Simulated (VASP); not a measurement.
All values below come from vdW-DF2, VASP's PBE PAW potentials (set 64) (plane waves; VASP).

A VASP calculation is set up with these files.

### KPOINTS
```
Automatic mesh
0
G
 8 8 8
0 0 0
```

**POSCAR**
```
ZnSe
1.0
  0.0000000000   2.9773113467   2.9773113467
  2.9773113467   0.0000000000   2.9773113467
  2.9773113467   2.9773113467   0.0000000000
Zn Se
1 1
Cartesian
  2.9773113467   2.9773113467   5.9546226934
  1.4886556734   1.4886556734   1.4886556734
```

**INCAR**
```
! general
SYSTEM  =ZnSe
PREC    =Accurate
ENCUT   =520   ! plane-wave cut-off (eV)
LREAL   =.False.   ! projection in real space or not
LASPH   =.True.   ! aspherical one-centre terms

! electronic loop
EDIFF   =1E-7   ! SCF stop (eV)
NELM    =100   ! most electronic steps
ALGO    =Normal   ! blocked Davidson
LMAXMIX =4   ! l cut-off of mixed one-centre charges

! smearing
ISMEAR  =0
SIGMA   =0.05   ! width (eV)

! functional
GGA     =ML
LUSE_VDW=.True.
AGGAC   =0.0
ZAB_VDW =-1.8867

! ions
ISIF    =2

! output
LWAVE   =.False.
LCHARG  =.False.
```

POTCAR, in this order: Zn Se (PBE.64 set). Program: vasp_std.

Output

### OSZICAR
```
       N       E                     dE             d eps       ncg     rms          rms(c)
DAV:   1     0.931356868732E+02    0.93136E+02   -0.88992E+03   754   0.152E+03
DAV:   2     0.555833031988E+01   -0.87577E+02   -0.82995E+02   799   0.267E+02
DAV:   3    -0.104021396062E+01   -0.65985E+01   -0.65655E+01   934   0.733E+01
DAV:   4    -0.111527103664E+01   -0.75057E-01   -0.75042E-01   814   0.828E+00
DAV:   5    -0.111573475106E+01   -0.46371E-03   -0.46371E-03   914   0.610E-01    0.350E+00
DAV:   6    -0.771684046262E+00    0.34405E+00   -0.88057E-01  1115   0.247E+01    0.258E+00
DAV:   7    -0.762565618266E+00    0.91184E-02   -0.16995E-01   799   0.433E+00    0.115E+00
DAV:   8    -0.763751785579E+00   -0.11862E-02   -0.46850E-03   864   0.682E-01    0.412E-01
DAV:   9    -0.764258199861E+00   -0.50641E-03   -0.15370E-03   824   0.405E-01    0.705E-02
DAV:  10    -0.764297654915E+00   -0.39455E-04   -0.52145E-05   874   0.851E-02    0.143E-02
DAV:  11    -0.764303500845E+00   -0.58459E-05   -0.10220E-05   844   0.377E-02    0.217E-03
DAV:  12    -0.764303492792E+00    0.80531E-08   -0.30840E-07   879   0.608E-03
   1 F= -.76430349E+00 E0= -.76430349E+00  d E =-.407787E-11
```

OUTCAR:
```
------------------------ aborting loop because EDIFF is reached ----------------------------------------
  FORCE on cell =-STRESS in cart. coord.  units (eV):
  Direction    XX          YY          ZZ          XY          YZ          ZX
  --------------------------------------------------------------------------------------
  Total       -0.4206916     -0.4206916     -0.4206916     -0.0000000      0.0000000      0.0000000
  in kB      -12.7694332    -12.7694332    -12.7694332     -0.0000000      0.0000000      0.0000000
  external PRESSURE =     -12.7694332 kB  Pullay stress =       0.0000000 kB
  volume of cell :       52.78
      direct lattice vectors                 reciprocal lattice vectors
     0.000000000  2.977311347  2.977311347    -0.167936753  0.167936753  0.167936753
     2.977311347  0.000000000  2.977311347     0.167936753 -0.167936753  0.167936753
     2.977311347  2.977311347  0.000000000     0.167936753  0.167936753 -0.167936753
  FREE ENERGIE OF THE ION-ELECTRON SYSTEM (eV)
  ---------------------------------------------------
  free  energy   TOTEN  =        -0.7643034928 eV

  energy  without entropy=       -0.7643034928  energy(sigma->0) =       -0.76430349
```
(Selected blocks of OUTCAR.)

The compound is ZnSe in the zinc blende structure. This cell is one point of a volume scan, at 1.03 of the reference volume.
